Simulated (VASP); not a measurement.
Input:

```
AsB
1.0
    0.00000     2.39320     2.39320
    2.39320     0.00000     2.39320
    2.39320     2.39320     0.00000
B As
1 1
Cartesian
  1.19660   1.19660   1.19660
  0.00000   0.00000   0.00000
```

Computed with r2SCAN meta-GGA, VASP's PBE PAW potentials (set 64) (plane waves; VASP). Run with 520 eV cut-off, 11×11×11 Γ-centred mesh, tetrahedra with Blöchl corrections, potentials B As.

Question: Estimate the energy per atom (σ→0), band gap (over mesh and band path) with the smallest direct gap where there is one.

Answer: 
| Quantity | Result |
|---|---|
| band gap (over mesh and band path) | 1.38 eV |
| smallest direct gap (over mesh and band path) | 3.44 eV |
| energy per atom (σ→0) | -11.128 eV/atom |

The structure comes from a computed database's BAs entry (F-43m); how it stands against other phases isn't given here. It was relaxed first.
